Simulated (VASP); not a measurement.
**ZnCdTe₂ (space group R3m): computed properties**

The numbers are results of PBEsol GGA, VASP's PBE PAW potentials (set 64) (plane waves; VASP), not measurements.

```json
{
 "space_group": "R3m (160)",
 "cell": "a = b = 4.434 Å, c = 21.801 Å, α = β = 90.00°, γ = 120.00°",
 "volume_per_atom": "30.93 Å^3/atom",
 "band gap (over mesh and band path)": "0.72 eV",
 "smallest direct gap (over mesh and band path)": "0.72 eV",
 "band_edge_character": "direct, Γ to Γ",
 "density": "5.81 g/cm³"
}
```

```yaml
crystal:
  lattice:
    - [2.21676, 1.27985, 7.26689]
    - [-2.21676, 1.27985, 7.26689]
    - [0.00000, -2.55970, 7.26689]
  atoms:
    - { symbol: Zn, position: [0.50077, 0.50077, 0.50077] }
    - { symbol: Cd, position: [0.99846, 0.99846, 0.99846] }
    - { symbol: Te, position: [0.87025, 0.87025, 0.87025] }
    - { symbol: Te, position: [0.38050, 0.38050, 0.38050] }
```

Unless said otherwise, spin-orbit coupling is left out, though it shifts the bands of the heavy elements here.

The structure comes from a computed database's ZnCdTe2 entry (R3m); how it stands against other phases isn't given here. It was relaxed first, which changed the volume by -6 %. Symmetry was kept, so distortions that lower it aren't found.
